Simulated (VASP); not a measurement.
Data:

```xyz
2
Lattice="0.0000 2.7743 2.7743 2.7743 0.0000 2.7743 2.7743 2.7743 0.0000" Properties=species:S:1:pos:R:3 pbc="T T T"
Se     2.7743     2.7743     2.7743
Lu     0.0000     0.0000     0.0000
```

Method: PBEsol GGA, VASP's PBE PAW potentials (set 64) (plane waves; VASP 6.6.1). Settings: 400 eV cut-off, Gaussian smearing of 0.050 eV, potentials Se Lu_3.

### Question
Give the energies of bands 5 to 10 at the high-symmetry points, in eV from the Fermi level.

### Answer

```
band      Γ      X      U      L      W
----  -----  -----  -----  -----  -----
5     -3.11  -6.12  -6.08  -7.86  -5.77
6     -3.11  -4.20  -5.90  -5.21  -5.63
7     -3.11  -4.20  -4.75  -5.21  -5.63
8     -0.24  -2.46  -0.71   1.57   0.98
9     -0.24   1.17   2.59   2.67   0.98
10    -0.24   2.03   3.14   2.79   1.75
```

It has no gap at this level: it comes out as a metal or semimetal.

The structure comes from a measured LuSe entry (Fm-3m) of the Crystallography Open Database, whose conditions weren't checked. It was relaxed first. The electron count is odd and the run is not spin-polarised, which forces a metal.
